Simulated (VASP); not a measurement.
# CuI (Marshite): input slips in a band-gap run and what they do, part 2 of 2

Some runs for the gap of CuI (Marshite) get a fault in the input on purpose. Which of them show, and how? The starting structure is a measured crystal structure from the Crystallography Open Database. Cell and atoms stay as given unless a step says otherwise.

VASP 6.6.1.

Results so far: reference 0.991 eV.

The database entry behind the starting cell differs from later determinations by our own check (about 0.15 % long (mineral sample)), so it need not match the best structure at ambient conditions.

**5. Bands with a cutoff far too low**

Level of this step: LDA; plane waves and PAW (I, Cu) (VASP).

A slip made on purpose: a cutoff far too low. Against step 2 the input has ENCUT = 130 (also changed: NELM).

INCAR reads:

```
SYSTEM = CuI
PREC = Accurate
ENCUT = 130
EDIFF = 1E-06
NELM = 60
ISMEAR = 0
SIGMA = 0.03
LREAL = .FALSE.
ALGO = Normal
GGA = CA
NBANDS = 21
LORBIT = 11
LWAVE = .FALSE.
LCHARG = .FALSE.
KPAR = 4
```

POSCAR reads:

```
CuI
1.0
    0.0000000000      3.0315000000      3.0315000000
    3.0315000000      0.0000000000      3.0315000000
    3.0315000000      3.0315000000      0.0000000000
I Cu
1 1
Direct
    0.0000000000      0.0000000000      0.0000000000
    0.7500000000      0.7500000000      0.7500000000
```

KPOINTS reads:

```
Automatic mesh
0
Gamma
6 6 6
0 0 0
```

KPOINTS_OPT reads:

```
Line mode
10
Line-mode
Reciprocal
  0.00000000   0.00000000   0.00000000 GAMMA
  0.50000000   0.00000000   0.50000000 X

  0.50000000   0.00000000   0.50000000 X
  0.50000000   0.25000000   0.75000000 W

  0.50000000   0.25000000   0.75000000 W
  0.37500000   0.37500000   0.75000000 K

  0.37500000   0.37500000   0.75000000 K
  0.00000000   0.00000000   0.00000000 GAMMA

  0.00000000   0.00000000   0.00000000 GAMMA
  0.50000000   0.50000000   0.50000000 L

  0.50000000   0.50000000   0.50000000 L
  0.62500000   0.25000000   0.62500000 U

  0.62500000   0.25000000   0.62500000 U
  0.50000000   0.25000000   0.75000000 W

  0.50000000   0.25000000   0.75000000 W
  0.50000000   0.50000000   0.50000000 L

  0.50000000   0.50000000   0.50000000 L
  0.37500000   0.37500000   0.75000000 K

  0.62500000   0.25000000   0.62500000 U
  0.50000000   0.00000000   0.50000000 X
```

The projector-augmented-wave data sets are I and Cu (LDA family, release 64).

Launch:

```sh
> mpirun -np 4 vasp_std
```

Output:

```text
[... set-up lines as in an earlier step ...]
 entering main loop
       N       E                     dE             d eps       ncg     rms          rms(c)
DAV:   1     0.553921925726E+02    0.55392E+02   -0.28732E+03   794   0.233E+02
DAV:   2     0.266050778056E+02   -0.28787E+02   -0.26797E+02   800   0.716E+01
DAV:   3     0.259792255449E+02   -0.62585E+00   -0.61787E+00   797   0.967E+00
DAV:   4     0.259772226049E+02   -0.20029E-02   -0.20028E-02   747   0.625E-01
[...]
DAV:  22     0.679340073315E+02    0.32229E-04   -0.92649E-05   702   0.806E-02    0.605E-02
DAV:  23     0.679340270292E+02    0.19698E-04   -0.51136E-06   722   0.185E-02    0.526E-03
DAV:  24     0.679340269418E+02   -0.87386E-07   -0.35985E-07   401   0.330E-03
   1 F= 0.67934027E+02 E0= 0.67934954E+02  d E =-.185385E-02
 Start KPOINTS_OPT (optional k-point list driver)
k-point batch [1-16\100]
       N       E                     dE             ncg
DAV:   1     0.419129037440E+03   -0.31011E+04      847
DAV:   2    -0.782108651393E+02   -0.49734E+03      796
DAV:   3    -0.844174826364E+02   -0.62066E+01      812
DAV:   4    -0.844313459582E+02   -0.13863E-01      791
DAV:   5    -0.844313933305E+02   -0.47372E-04      807
DAV:   6    -0.844313935646E+02   -0.23417E-06      641
[...]
k-point batch [97-100\100]
       N       E                     dE             ncg
DAV:   1     0.380499535156E+04   -0.12507E+04      208
DAV:   2     0.366810126537E+04   -0.13689E+03      209
DAV:   3     0.366656783209E+04   -0.15334E+01      198
DAV:   4     0.366656493770E+04   -0.28944E-02      198
DAV:   5     0.366656492889E+04   -0.88084E-05      203
DAV:   6     0.366656492885E+04   -0.40335E-07      179
```

It took 1.8 s on 4 MPI ranks of Intel Xeon 6975P-C (Granite Rapids), shared host; peak memory 0.41 GiB.

OUTCAR, selected parts (step 5):

```text
  Total     -390.7255197   -390.7255197   -390.7255197      0.0000000      0.0000000     -0.0000000
  in kB   -11235.1699577 -11235.1699577 -11235.1699577      0.0000000      0.0000000     -0.0000000
  external PRESSURE =  -11235.1699577 kB  Pullay stress =       0.0000000 kB

 POSITION                                       TOTAL-FORCE (eV/Angst)
 -----------------------------------------------------------------------------------
      0.00000      0.00000      0.00000        -0.000000     -0.000000     -0.000000
      4.54725      4.54725      4.54725         0.000000      0.000000      0.000000
 -----------------------------------------------------------------------------------
    total drift:                                0.000026      0.000026      0.000013

  FREE ENERGIE OF THE ION-ELECTRON SYSTEM (eV)
  ---------------------------------------------------
  free  energy   TOTEN  =        67.9340269418 eV

  energy  without entropy=       67.9358807924  energy(sigma->0) =       67.93495387

[... 1 part as in an earlier step ...]

[... 2 further parts left out ...]
[key lines of the parts left out:]
E-fermi :   5.6911
```

With a cutoff far too low there is no gap to read, since by its occupations the run counts as a metal (its levels may still leave one).

**6. Bands with a k mesh far too coarse and no band path**

A slip made on purpose: a k mesh far too coarse and no band path. Against step 2 the input has a 3×3×3 mesh and no band path (also changed: NELM, NBANDS, KPAR and NCORE).

INCAR reads:

```
SYSTEM = CuI
PREC = Accurate
ENCUT = 350
EDIFF = 1E-06
NELM = 60
ISMEAR = 0
SIGMA = 0.03
LREAL = .FALSE.
ALGO = Normal
GGA = CA
NBANDS = 15
LORBIT = 11
LWAVE = .FALSE.
LCHARG = .FALSE.
KPAR = 2
NCORE = 2
```

POSCAR is that of step 5.

KPOINTS reads:

```
Automatic mesh
0
Gamma
3 3 3
0 0 0
```

Launch:

```sh
> mpirun -np 4 vasp_std
```

Output:

```text
[banner, memory and clock lines left out]
running    4 mpi-ranks, on    1 nodes
[...]
LDA part: xc-table for (Slater(with rela. corr.)+CA(PZ))
 , standard interpolation
 POSCAR, INCAR and KPOINTS ok, starting setup
[...]
entering main loop
       N       E                     dE             d eps       ncg     rms          rms(c)
DAV:   1     0.819482872332E+02    0.81948E+02   -0.59007E+03   120   0.945E+02
DAV:   2    -0.127862621924E+01   -0.83227E+02   -0.75347E+02   120   0.215E+02
DAV:   3    -0.685373944463E+01   -0.55751E+01   -0.54772E+01   162   0.586E+01
DAV:   4    -0.700612009723E+01   -0.15238E+00   -0.15232E+00   120   0.912E+00
[...]
DAV:  12    -0.675290794707E+01    0.10446E-04   -0.42592E-05   187   0.169E-01    0.244E-02
DAV:  13    -0.675290644081E+01    0.15063E-05   -0.47925E-06   187   0.421E-02    0.534E-03
DAV:  14    -0.675290620296E+01    0.23785E-06   -0.12703E-06    68   0.344E-02
   1 F= -.67529062E+01 E0= -.67529062E+01  d E =-.456670E-23
```

The job ended after 1.4 s (4 MPI ranks; peak memory 0.47 GiB; 3.4 s of CPU time).

Parts of OUTCAR (step 6):

```text
  Total       -1.1628980     -1.1628980     -1.1628980      0.0000000      0.0000000      0.0000000
  in kB      -33.4387088    -33.4387088    -33.4387088      0.0000000      0.0000000      0.0000000
  external PRESSURE =     -33.4387088 kB  Pullay stress =       0.0000000 kB

 POSITION                                       TOTAL-FORCE (eV/Angst)
 -----------------------------------------------------------------------------------
      0.00000      0.00000      0.00000         0.000000     -0.000000     -0.000000
      4.54725      4.54725      4.54725        -0.000000      0.000000      0.000000
 -----------------------------------------------------------------------------------
    total drift:                               -0.000001     -0.000001     -0.000001

  FREE ENERGIE OF THE ION-ELECTRON SYSTEM (eV)
  ---------------------------------------------------
  free  energy   TOTEN  =        -6.7529062030 eV

  energy  without entropy=       -6.7529062030  energy(sigma->0) =       -6.75290620

[... 1 part as in an earlier step ...]

[... 2 further parts left out ...]
[key lines of the parts left out:]
E-fermi :   4.4120
```

With a k mesh far too coarse and no band path the gap is 0.976 eV, -0.015 eV from the reference, read on the mesh alone.

**7. Comparison**

| run | ended | gap (eV) | change (eV) | core minutes |
| --- | --- | --- | --- | --- |
| reference | converged | 0.991 | - | 0.507 |
| no empty bands | converged | - | - | 0.107 |
| a fixed density without a density file | stopped by VASP | - | - | 0.253 |
| a cutoff far too low | converged | none | - | 0.12 |
| a k mesh far too coarse and no band path | converged | 0.976 | -0.015 | 0.0933 |

Core minutes are wall time times ranks of the run shown, on a shared host.

**8. Outcome**

```json
{
  "reference gap": "0.991 eV",
  "gap with a cutoff far too low": "none to read from the occupations",
  "gap with a k mesh far too coarse and no band path": "0.976 eV",
  "run with no empty bands": "converged",
  "run with a fixed density without a density file": "stopped by VASP"
}
```

VASP stopped by itself in the run with a fixed density without a density file. The run without empty bands converged, and still can't show a gap. Finished, but with signs in the output that stand out against the reference: a cutoff far too low, with no gap to read, since by its occupations the run counts as a metal (its levels may still leave one) (signs: a stress of up to 1123.5 GPa). Little came of a k mesh far too coarse and no band path in this material. Further runs on this material are not shown.

[Lines on the potential files, build, host, timing and source positions are cut from VASP's logs without a mark.]

[Logs are printed without paths, hosts, clocks, repeated set-up lines and the standing remarks that a program may print on its own settings, such as how far it seeks lower states.]

[Hosts, paths, dates, database ids (printed as entryN), source tags and the programs' standing remarks are cut or masked in the printed files.]
